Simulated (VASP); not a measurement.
Output of a VASP run:

OSZICAR:
```
...
DAV:   5    -0.619890671384E+01   -0.20877E-04   -0.20877E-04  3906   0.108E-01    0.304E+00
DAV:   6    -0.618237789889E+01    0.16529E-01   -0.16206E-02  3725   0.903E-01    0.185E+00
DAV:   7    -0.617735628698E+01    0.50216E-02   -0.31453E-02  3710   0.130E+00    0.104E-01
DAV:   8    -0.617742475887E+01   -0.68472E-04   -0.88406E-04  3524   0.239E-01    0.409E-02
DAV:   9    -0.617746412211E+01   -0.39363E-04   -0.76694E-05  3910   0.792E-02    0.192E-02
DAV:  10    -0.617746497565E+01   -0.85354E-06   -0.45336E-06  3940   0.159E-02    0.581E-03
DAV:  11    -0.617746507441E+01   -0.98761E-07   -0.97534E-07  3519   0.963E-03
   1 F= -.61774651E+01 E0= -.61774586E+01  d E =-.617747E+01
       N       E                     dE             d eps       ncg     rms          rms(c)
DAV:   1    -0.617985382668E+01   -0.23889E-02   -0.12601E-01  3438   0.218E+00    0.806E-02
DAV:   2    -0.618016743210E+01   -0.31361E-03   -0.38721E-03  3831   0.466E-01    0.439E-02
DAV:   3    -0.618014894106E+01    0.18491E-04   -0.49352E-05  3906   0.494E-02    0.206E-02
DAV:   4    -0.618014707191E+01    0.18691E-05   -0.17743E-05  3704   0.289E-02    0.516E-03
DAV:   5    -0.618014688817E+01    0.18373E-06   -0.14350E-06  3526   0.922E-03    0.669E-04
DAV:   6    -0.618014689934E+01   -0.11170E-07   -0.64620E-08  1888   0.221E-03
   2 F= -.61801469E+01 E0= -.61801442E+01  d E =-.268182E-02
       N       E                     dE             d eps       ncg     rms          rms(c)
DAV:   1    -0.618041240578E+01   -0.26552E-03   -0.34662E-02  3438   0.114E+00    0.423E-02
DAV:   2    -0.618049869862E+01   -0.86293E-04   -0.10662E-03  3838   0.245E-01    0.227E-02
DAV:   3    -0.618049322281E+01    0.54758E-05   -0.12966E-05  3897   0.255E-02    0.107E-02
DAV:   4    -0.618049222936E+01    0.99345E-06   -0.47510E-06  3691   0.150E-02    0.261E-03
DAV:   5    -0.618049210142E+01    0.12794E-06   -0.37228E-07  3491   0.472E-03    0.349E-04
DAV:   6    -0.618049210464E+01   -0.32204E-08   -0.16997E-08  1734   0.114E-03
   3 F= -.61804921E+01 E0= -.61804916E+01  d E =-.302703E-02
       N       E                     dE             d eps       ncg     rms          rms(c)
DAV:   1    -0.618142346060E+01   -0.93136E-03   -0.35583E-02  3453   0.113E+00    0.885E-02
DAV:   2    -0.618129074662E+01    0.13271E-03   -0.12276E-03  3535   0.248E-01    0.470E-02
DAV:   3    -0.618122439097E+01    0.66356E-04   -0.31296E-04  4391   0.108E-01    0.126E-02
DAV:   4    -0.618122606800E+01   -0.16770E-05   -0.20509E-05  3501   0.369E-02    0.583E-03
DAV:   5    -0.618122617325E+01   -0.10524E-06   -0.27421E-06  3772   0.125E-02    0.900E-04
DAV:   6    -0.618122619646E+01   -0.23213E-07   -0.19806E-07  3132   0.355E-03
   4 F= -.61812262E+01 E0= -.61812208E+01  d E =-.734092E-03
       N       E                     dE             d eps       ncg     rms          rms(c)
DAV:   1    -0.618184027103E+01   -0.61410E-03   -0.51927E-02  3453   0.136E+00    0.107E-01
DAV:   2    -0.618165465817E+01    0.18561E-03   -0.17741E-03  3524   0.298E-01    0.568E-02
DAV:   3    -0.618156045274E+01    0.94205E-04   -0.44426E-04  4382   0.129E-01    0.150E-02
DAV:   4    -0.618156287592E+01   -0.24232E-05   -0.29471E-05  3496   0.443E-02    0.701E-03
DAV:   5    -0.618156306114E+01   -0.18522E-06   -0.39801E-06  3783   0.150E-02    0.109E-03
DAV:   6    -0.618156309400E+01   -0.32861E-07   -0.29171E-07  3389   0.429E-03
   5 F= -.61815631E+01 E0= -.61815353E+01  d E =-.107099E-02
```

### OUTCAR
```
------------------------ aborting loop because EDIFF is reached ----------------------------------------
  FORCE on cell =-STRESS in cart. coord.  units (eV):
  Direction    XX          YY          ZZ          XY          YZ          ZX
  --------------------------------------------------------------------------------------
  Total        0.3525976      0.3588180      0.3582254      0.0000000      0.0000000     -0.0019200
  in kB       12.7394798     12.9642254     12.9428141      0.0000000      0.0000000     -0.0693687
  external PRESSURE =      12.8821731 kB  Pullay stress =       0.0000000 kB
  volume of cell :       44.34
      direct lattice vectors                 reciprocal lattice vectors
     3.681809653 -1.908898692 -0.017015142     0.135264315 -0.261931134 -0.116516114
     3.681809653  1.908898692 -0.017015142     0.135264315  0.261931134 -0.116516114
     2.706707634 -0.000000000  3.142234521     0.001464908  0.000000000  0.316982999
 POSITION                                       TOTAL-FORCE (eV/Angst)
 -----------------------------------------------------------------------------------
      2.29945     -0.00000      0.70973        -0.002599      0.000000     -0.000802
      7.77087     -0.00000      2.39848         0.002599     -0.000000      0.000802
 -----------------------------------------------------------------------------------
    total drift:                               -0.000000     -0.000000     -0.000000
  FREE ENERGIE OF THE ION-ELECTRON SYSTEM (eV)
  ---------------------------------------------------
  free  energy   TOTEN  =        -6.1815630940 eV

  energy  without entropy=       -6.1814797161  energy(sigma->0) =       -6.18153530

 reached required accuracy - stopping structural energy minimisation
```
(Selected blocks of OUTCAR.)

**POSCAR**
```
As
1
    3.7268809311    -1.8955791962     0.0049440919
    3.7268809311     1.8955791962     0.0049440919
    2.7585827743     0.0000000000     3.1421498411
As
2
Direct
  0.2269025727   0.2269025727   0.2269025727
  0.7730974273   0.7730974273   0.7730974273
```

Q: Write an INCAR and KPOINTS that could have produced this output.

A: Several could match; the one computed here: the input of the run itself, optB88-vdW, plane waves, VASP's PBE PAW potentials (set 64).

### INCAR
```
# general
SYSTEM   = As
PREC     = Accurate
ENCUT    = 520
LREAL    = .FALSE.
LASPH    = .TRUE.

# electronic loop
EDIFF    = 1E-7
NELM     = 100
ALGO     = Normal
LMAXMIX  = 4

# smearing
ISMEAR   = 1
SIGMA    = 0.1

# functional
GGA      = BO
LUSE_VDW = .TRUE.
AGGAC    = 0.0
PARAM1   = 0.1833333333
PARAM2   = 0.22

# ions
IBRION   = 2
NSW      = 30
ISIF     = 4
EDIFFG   = -0.01

# output
LWAVE    = .FALSE.
LCHARG   = .FALSE.
```

### KPOINTS
```
Automatic mesh
0
Gamma
12 12 12
0 0 0
```

POTCAR, in this order: As (PBE.64 set). Program: vasp_std.

The compound is As in the a7 structure. This cell is one point of a volume scan, at 0.97 of the reference volume. Symmetry was kept, so distortions that lower it aren't found.
